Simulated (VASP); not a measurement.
Computed with optB86b-vdW, VASP's PBE PAW potentials (set 64) (plane waves; VASP).

VASP ran on this input.

### POSCAR
```
ZrO2
1
    0.0000000000     2.5336762499     2.5336762499
    2.5336762499    -0.0000000000     2.5336762499
    2.5336762499     2.5336762499     0.0000000000
Zr O
1 2
Direct
  0.0000000000   0.0000000000   0.0000000000
  0.2500000000   0.2500000000   0.2500000000
  0.7500000000   0.7500000000   0.7500000000
```

**INCAR**
```
AGGAC = 0.0
LCHARG = .False.
ALGO = Normal   ! blocked Davidson
LUSE_VDW = .True.
SYSTEM = ZrO2
ISMEAR = 0
NSW = 60   ! most ionic steps
ISIF = 3   ! ions, shape and volume
LWAVE = .False.
IBRION = 2   ! conjugate gradients
LREAL = .False.
PARAM2 = 1.0
PARAM1 = 0.1234
GGA = MK
NELM = 100
LMAXMIX = 4
SIGMA = 0.05   ! width (eV)
LASPH = .True.
PREC = Accurate
EDIFF = 1E-6   ! SCF stop (eV)
ENCUT = 520   ! plane-wave cut-off (eV)
EDIFFG = -0.02   ! ionic stop
```

**KPOINTS**
```
Automatic mesh
0
Gamma
7 7 7
0 0 0
```

POTCAR, in this order: Zr_sv O (PBE.64 set). Program: vasp_std.

Predict the energy per atom (σ→0), volume per atom.

```json
{
 "energy per atom (σ→0)": "-7.760 eV/atom",
 "volume_per_atom": "11.02 Å^3/atom"
}
```

OSZICAR:
```
...
DAV:   3    -0.232786807492E+02    0.13614E-01   -0.58726E-02   992   0.203E+00    0.261E-01
DAV:   4    -0.232790531111E+02   -0.37236E-03   -0.46071E-03  1016   0.525E-01    0.251E-01
DAV:   5    -0.232798522838E+02   -0.79917E-03   -0.67132E-04  1024   0.149E-01    0.106E-01
DAV:   6    -0.232801699324E+02   -0.31765E-03   -0.49096E-04  1016   0.131E-01    0.185E-02
DAV:   7    -0.232801750865E+02   -0.51541E-05   -0.85917E-06   712   0.282E-02    0.645E-03
DAV:   8    -0.232801768545E+02   -0.17680E-05   -0.21542E-06   528   0.120E-02    0.185E-03
DAV:   9    -0.232801768137E+02    0.40797E-07   -0.21705E-07   344   0.416E-03
   3 F= -.23280177E+02 E0= -.23280177E+02  d E =-.641288E-02
```

The compound is ZrO2 in the fluorite structure, the high-temperature cubic form, which is unstable at 0 K; the monoclinic form is the stable one. This run relaxes it. Symmetry was kept, so distortions that lower it aren't found. The start is the result of an earlier pass.
